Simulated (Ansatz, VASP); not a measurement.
# Sn in two plane-wave programs, part 2 of 2

Aim: how closely do two programs agree when they are given the same cell, functional and k mesh? The cell is taken from a series of runs on this material, whose earlier steps may have relaxed, scaled, displaced or heated it; both programs get it as it stands.

VASP 6.6.1 and Ansatz 0.2.0.

So far: The starting structure; VASP: zone-centre phonons, PBEsol.

### 2. VASP: zone-centre phonons, PBEsol (continued)

Level of this step: PBEsol; plane waves and PAW (Sn_d) (VASP).

Numbers of over 12 decimals in the logs are rounded to 6 here.

OUTCAR, selected parts (step 2):

```text
ion  position               nearest neighbor table
   1  0.500  0.500  0.500-   2 2.81   2 2.81   2 2.81   2 2.81
   2  0.750  0.750  0.750-   1 2.81   1 2.81   1 2.81   1 2.81

  LATTYP: Found a trigonal (rhomboedric) cell.
 ALAT       =     4.5899888592
 COS(alpha) =     0.4986975291

 Subroutine GETGRP returns: Found 12 space group operations
 (whereof  6 operations were pure point group operations)

The static configuration has the point symmetry C_3v.
 The point group associated with its full space group is D_3d.

   k-points           NKPTS =   1728   k-points in BZ     NKDIM =   1728   number of bands    NBANDS=     20

   dimension x,y,z NGX =    36 NGY =   36 NGZ =   36
   dimension x,y,z NGXF=    72 NGYF=   72 NGZF=   72

   ENCUT  =  500.0 eV  36.75 Ry    6.06 a.u.   8.37  8.37  8.37*2*pi/ulx,y,z

   NELECT =      28.0000    total number of electrons

 k-points in reciprocal lattice and weights: Points of the shifted mesh
   0.04166667  0.04166667  0.04166667       0.001
   0.04166667  0.04166667  0.12500000       0.001
   0.04166667  0.04166667  0.20833333       0.001
   0.04166667  0.04166667  0.29166667       0.001
   0.04166667  0.04166667  0.37500000       0.001
   0.04166667  0.04166667  0.45833333       0.001
   0.04166667  0.04166667  0.54166667       0.001
   0.04166667  0.04166667  0.62500000       0.001
   0.04166667  0.04166667  0.70833333       0.001
[...]
0.95833333  0.95833333  0.87500000       0.001
   0.95833333  0.95833333  0.95833333       0.001

 average (electrostatic) potential at core
       1-101.3428       2-101.3428

  Total        0.3482261      0.3482261      0.3482261     -0.0000847     -0.0000847     -0.0000847
  in kB        8.1433900      8.1433900      8.1433900     -0.0019816     -0.0019816     -0.0019816
  external PRESSURE =       8.1433900 kB  Pullay stress =       0.0000000 kB

  energy-cutoff  :      500.00
  volume of cell :       68.51
      direct lattice vectors                 reciprocal lattice vectors
    -0.004225942  3.245610872  3.245610872    -0.153753651  0.153954107  0.153954107
     3.245610872 -0.004225942  3.245610872     0.153954107 -0.153753651  0.153954107
     3.245610872  3.245610872 -0.004225942     0.153954107  0.153954107 -0.153753651

 POSITION                                       TOTAL-FORCE (eV/Angst)
 -----------------------------------------------------------------------------------
      3.24244      3.24244      3.24244         0.000219      0.000219      0.000219
      4.86630      4.86630      4.86630        -0.000219     -0.000219     -0.000219
 -----------------------------------------------------------------------------------
    total drift:                                0.000000      0.000000      0.000000

 Eigenvectors and eigenvalues of the dynamical matrix
 ----------------------------------------------------

   1 f  =    5.778967 THz    36.310319 2PiTHz  192.765582 cm-1    23.899875 meV
             X         Y         Z           dx          dy          dz
      3.242443  3.242443  3.242443     0.408248    0.408248    0.408248
      4.866302  4.866302  4.866302    -0.408248   -0.408248   -0.408248

   2 f  =    5.662902 THz    35.581064 2PiTHz  188.894087 cm-1    23.419871 meV
             X         Y         Z           dx          dy          dz
      3.242443  3.242443  3.242443     0.288675    0.288675   -0.577350
      4.866302  4.866302  4.866302    -0.288675   -0.288675    0.577350

   3 f  =    5.662902 THz    35.581064 2PiTHz  188.894087 cm-1    23.419871 meV
             X         Y         Z           dx          dy          dz
      3.242443  3.242443  3.242443     0.500000   -0.500000    0.000000
      4.866302  4.866302  4.866302    -0.500000    0.500000   -0.000000

   4 f  =    0.000000 THz     0.000001 2PiTHz    0.000003 cm-1     0.000000 meV
             X         Y         Z           dx          dy          dz
      3.242443  3.242443  3.242443     0.037053   -0.590441   -0.387306
      4.866302  4.866302  4.866302     0.037053   -0.590441   -0.387306

   5 f/i=    0.000000 THz     0.000001 2PiTHz    0.000003 cm-1     0.000000 meV
             X         Y         Z           dx          dy          dz
      3.242443  3.242443  3.242443    -0.705686   -0.017129   -0.041398
      4.866302  4.866302  4.866302    -0.705686   -0.017129   -0.041398

   6 f/i=    0.000000 THz     0.000001 2PiTHz    0.000004 cm-1     0.000000 meV
             X         Y         Z           dx          dy          dz
      3.242443  3.242443  3.242443    -0.025186   -0.388697    0.590153
      4.866302  4.866302  4.866302    -0.025186   -0.388697    0.590153

 ELASTIC MODULI CONTR FROM IONIC RELAXATION (kBar)
 Direction    XX          YY          ZZ          XY          YZ          ZX
 --------------------------------------------------------------------------------
 XX          -0.2120      0.0929      0.0929      2.8522     -4.9103      4.5395
 YY           0.0929     -0.2120      0.0929      4.5395      2.8522     -4.9103
 ZZ           0.0929      0.0929     -0.2120     -4.9103      4.5395      2.8522
 XY           2.8522      4.5395     -4.9103   -245.0596      4.8780      4.8780
 YZ          -4.9103      2.8522      4.5395      4.8780   -245.0596      4.8780
 ZX           4.5395     -4.9103      2.8522      4.8780      4.8780   -245.0596
 --------------------------------------------------------------------------------
```

### 3. Ansatz: zone-centre phonons, PBEsol

Ansatz runs on its PAW soft_1 files.

The same cell, functional, mesh and smearing now go to Ansatz, which takes its cutoff from its data sets.

input.yaml

```yaml
crystal:
  lattice:
    - [-0.0042259416, 3.2456108723, 3.2456108723]
    - [3.2456108723, -0.0042259416, 3.2456108723]
    - [3.2456108723, 3.2456108723, -0.0042259416]
  atoms:
    - { symbol: Sn, position: [0.4998373247, 0.4998373247, 0.4998373247] }
    - { symbol: Sn, position: [0.7501626753, 0.7501626753, 0.7501626753] }
kpoints:
  mp_grid: { grid: [12, 12, 12], shift: [0.5, 0.5, 0.5] }
hamiltonian:
  xc: pbesol
  pseudopotentials: { kind: paw, azcp: { folder: soft_1 }, xc_functional: pbe }
scf:
  occupations: { method: gaussian, width: 0.015 }
output:
  eigenvalues: true
phonons:
  method: dfpt
```

The run is started by

```bash
ansatz run input.yaml --threads 4 --pin off --max-ram 10240MiB --backend cpu --events-out ev --progress --plain --runs-dir out
```

The log of the run:

```text
Engine: ansatz 0.2.0, aarch64-unknown-linux-gnu
Pseudopotentials: kind: paw
Pseudopotential: Sn, paw, valence charge 14, recommended cutoff 420 eV (normal), soft_1/Sn.paw.azcp
Functional definition: PBEsol
  exchange = pbesol_x
  correlation = pbesol_c
Crystal: 2 atoms, lattice volume = 68.512 Å³
Basis set: ecut = 420 eV, 1363 PW (Γ), exchange–correlation on 64×64×64 points (8 copies of the dense FFT grid, shifted against one another)
Bands: 18, of which v1, the nominal top of the filled ones, is band 14 counted from 1 (13 counted from 0)
Symmetry: 12 space group operations
k-points: 468 of 1728 (irreducible under 2 space group operations, time reversal used)
Non-local potential: Sn, projectors of the file, l = 0: 2, l = 1: 2, l = 2: 2, l = 3: 1
PAW form: soft (Blöchl's): semilocal exchange-correlation on the pseudo side does not see the compensation charge
PAW frozen core: Sn, regenerated for the run's functional, and the local potential with it (the file was generated under x = pbe(κ = 0.804, μ = 0.219515), c = pbe(β = 0.066725))
PAW one-centre angular grid: Sn, 590 points (default); XC on 64 Gauss nodes
Initial density: superposition of atomic densities (chi_scale 0.1, normalization cell)
Initial wavefunctions: pseudopotential atomic-orbital guess
Functional: x = pbesol(κ = 0.804, μ = 0.123457), c = pbesol(β = 0.046)
SCF iter   1: F=—  HF=-11899.714616 eV  |F-HF|=—  |Δ(HF+E_count)|=         —  Δρ=2.18e-2  dr2=3.42e-1  ethr=3.10e-3  ⟨swp⟩=6.1  Hψ=46944  notcnv=0
preconditioner: auto → Kerker (q_TF=auto, 2.350 Å⁻¹)  [metal: Δε(μ)=0.000 eV  Ē_g=19.943 eV  σ=0.015 eV  W_gap=0.00  n_scr=14 (ndim 8)  ℏωp=23.7 eV  f_vac=0.005  D(μ)=0.17/eV (n_scr^D=0)]
SCF iter   2: F=—  HF=-11899.673233 eV  |F-HF|=—  |Δ(HF+E_count)|=   4.14e-2  Δρ=1.42e-2  dr2=1.64e-1  ethr=1.22e-3  ⟨swp⟩=2.0  Hψ=13734  notcnv=0
preconditioner: auto → none  [insulator: Δε(μ)=0.065 eV  Ē_g=20.068 eV  σ=0.015 eV  W_gap=0.51  n_scr=14 (ndim 8)  ℏωp=23.7 eV  f_vac=0.007  D(μ)=0.18/eV (n_scr^D=0)  ε∞_Penn≈2.4]
SCF iter   3: F=—  HF=-11899.644173 eV  |F-HF|=—  |Δ(HF+E_count)|=   2.91e-2  Δρ=2.57e-3  dr2=4.66e-3  ethr=5.85e-4  ⟨swp⟩=2.0  Hψ=12172  notcnv=0
SCF iter   4: F=—  HF=-11899.642823 eV  |F-HF|=—  |Δ(HF+E_count)|=   1.35e-3  Δρ=6.24e-4  dr2=2.37e-4  ethr=1.66e-5  ⟨swp⟩=3.0  Hψ=17823  notcnv=0
SCF iter   5: F=—  HF=-11899.643072 eV  |F-HF|=—  |Δ(HF+E_count)|=   2.50e-4  Δρ=1.07e-4  dr2=1.02e-5  ethr=8.47e-7  ⟨swp⟩=2.0  Hψ=16846  notcnv=0
SCF iter   6: F=—  HF=-11899.643077 eV  |F-HF|=—  |Δ(HF+E_count)|=   4.67e-6  Δρ=2.19e-5  dr2=3.35e-7  ethr=3.63e-8  ⟨swp⟩=3.0  Hψ=14976  notcnv=0
SCF iter   7: F=—  HF=-11899.643077 eV  |F-HF|=—  |Δ(HF+E_count)|=   3.07e-7  Δρ=6.27e-6  dr2=3.83e-8  ethr=1.20e-9  ⟨swp⟩=2.0  Hψ=14929  notcnv=0
SCF iter   8: F=—  HF=-11899.643077 eV  |F-HF|=—  |Δ(HF+E_count)|=   1.13e-8  Δρ=4.12e-7  dr2=8.18e-11  ethr=1.37e-10  ⟨swp⟩=2.0  Hψ=14976  notcnv=0
SCF iter   9: F=-11899.643077 eV  HF=-11899.643077 eV  |F-HF|=1.82e-12  |Δ(HF+E_count)|=  4.18e-11  Δρ=6.39e-8  dr2=1.81e-12  ethr=1.00e-12  ⟨swp⟩=7.4  Hψ=40144  notcnv=0
SCF 1 converged in 9 iterations: F = -11899.643077 eV  dr2 = 1.81e-12
  greatest PAW one-centre occupation: 0.991 electrons in one spin orbital (limit 2), on the Sn atom at site 1 (counted from 0), in its partial waves of l = 2
DFPT response loops at Γ: preconditioner auto → Kerker (q_TF=auto, 2.350 Å⁻¹) (partly filled bands, converged f_vac=0.083); β = 1.00, the filter's whole step (`scf.mixing.beta` (0.50) is not read by the response loops under this deck's `scf.mixing.preconditioner`; to damp them name `kerker` or `kerker_dos`, under which they read `scf.mixing.beta`, and type it under 1.00, their step now; both keys bind the ground state too); Broyden in place of MSR1
SCF converged after 9 iterations
Free energy (F): -11899.643077 eV
Harris-Foulkes:  -11899.643077 eV  (|F-HF|=1.82e-12)
Internal energy: -11899.643067 eV  (E = F + TS)
E sigma→0 (E₀):  -11899.643072 eV
Entropy (-TS):   -0.000010 eV (-0.005 meV/atom)
Fermi energy:    7.718813 eV
--- Per-component energies (eV) ---
  E_band       = -250.579743
  E_kinetic    = 337.320764
  E_local      = -2625.383610  (includes V_loc(G=0)·N_el)
  E_nonlocal   = 293.897278
  E_hartree    = 1276.462542
  E_xc         = -249.164550
  E_vxc        = -160.581008  (∫ρ·V_xc dr)
  E_paw        = -8592.730336  (= ΣΔE_a)
  E_vpaw       = -648.758777  (= ΣTr[D̂ρ^β])
  E_aug_tail   = 0.000577  (compensation charges beyond the density's cutoff)
  E_ewald      = -2340.615412
  E_core_change = 0.569679  (= ΣΔE_core)
  E_smearing   = -0.000010  (= −TS)
  E_closure    = 0.000000  (closes the sum)
  Σ components = -11899.643077   (vs F -11899.643077, Δ=0.00e0)
--- Band table (eV; the first three rows and the last of 468) ---
  k-point 0: bands = [... 10 lower, -2.9016, 6.6814, 7.7356, 7.7356, 7.9798, 9.8892, 9.8892, 9.9129]
  k-point 1: bands = [... 10 lower, -2.8120, 5.8229, 7.3536, 7.6675, 8.3711, 9.9852, 10.0472, 10.4629]
  k-point 2: bands = [... 10 lower, -2.5919, 4.6177, 6.9790, 7.3941, 8.3614, 10.3293, 10.5253, 11.2946]
  k-point 467: bands = [... 10 lower, -1.2890, 1.3899, 6.3706, 6.5403, 7.8628, 10.8517, 10.9756, 13.3138]
--- Phonons (Γ-DFPT): 1 representative perturbation + reference, on 468 of 1728 k-points (Σ response iterations 3) ---
  k mesh reduced under 2 symmetry operations, with k and −k counted as one. Each operation leaves every solved perturbation unchanged. A smaller set is not used because it would not reduce the number of displacements times k-points to solve
  ASR residual: 6.126e-5 → 0.000e0 eV/Å²; symmetrization residual: 3.193e-12 eV/Å²
  ASR residual per site (eV/Å²): 6.13e-5 6.13e-5
  Γ frequencies (cm⁻¹): 0.00 0.00 0.00 188.47 188.47 192.57
  non-analytic LO–TO correction: not included (Born effective charges unavailable; polar crystals: no LO–TO splitting at Γ)
```

Reading the cycles: dr2 is the Hartree energy of the density residual (eV), the measure of convergence; HF is the Harris–Foulkes estimate of the energy, which meets the free energy F at convergence.

### 4. Comparison

Known differences besides the potentials themselves: the cutoff is 420 eV in Ansatz and 500 eV in VASP; Ansatz makes its cores anew for this functional, VASP keeps those of its PBE data sets. Total energies have different zeros and are not compared.

The two programs side by side:

| quantity | Ansatz | VASP | difference |
| --- | --- | --- | --- |
| optical mode 1 to 2 (cm⁻¹) | 188.5 | 188.9 | -0.22 % |
| optical mode 3 (cm⁻¹) | 192.6 | 192.8 | -0.10 % |

Modes are paired by rising frequency, not by their patterns, so a pair may set unlike modes beside each other; they are those without the splitting of longitudinal modes.

### 5. Outcome

| Item | Value |
| --- | --- |
| r.m.s. difference of the optical zone-centre modes, each program's sorted by frequency (zone-centre phonons, PBEsol) | 0.36 cm⁻¹ |

**Reading.** The r.m.s. difference of the optical zone-centre modes, each program's sorted by frequency is 0.36 cm⁻¹ (zone-centre phonons, PBEsol). How closely two codes agree says nothing of how well the functional describes the real material.

[Lines on the potential files, build, host, timing and source positions are cut from VASP's logs without a mark.]

[Logs are printed without paths, hosts, clocks, repeated set-up lines and the standing remarks that a program may print on its own settings, such as how far it seeks lower states.]

[Hosts, paths, dates, database ids (printed as entryN), source tags and the programs' standing remarks are cut or masked in the printed files.]
